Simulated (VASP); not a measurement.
Consider the following.

```
CELL_PARAMETERS angstrom
      1.66232    -5.12823     0.00000
      1.66232     5.12823     0.00000
      0.00000     0.00000     4.41006
ATOMIC_POSITIONS crystal
  P  0.10170 0.89830 0.91940
  P  0.39830 0.60170 0.41940
  P  0.60170 0.39830 0.58060
  P  0.90548 0.10888 0.08060
```

These are PBE GGA, VASP's PBE PAW potentials (set 64) (plane waves; VASP) values and carry that method's errors. Run with EDIFF = 1E-2, 400 eV cut-off, 6×6×5 Γ-centred mesh, Gaussian smearing of 0.050 eV, potentials P.

Q: What does the run give for the energy per atom (σ→0), pressure, largest force, band gap (on the k-mesh) with the smallest direct gap where there is one?

A: 
band gap (on the k-mesh): none (metal, semimetal or under 0.01 eV)
energy per atom (σ→0): -5.355 eV/atom
pressure: 25.8 kbar
largest force: 0.501 eV/Å

The compound is P in the black structure. The cell was not relaxed at this level, atoms are displaced from their ideal sites. The k-mesh is coarse (spacing up to 0.33 per Å, 2π included), so the numbers may not be converged in it. The run is one of a series of settings (EDIFF = 1E-2 against the base run), some of them coarse on purpose.
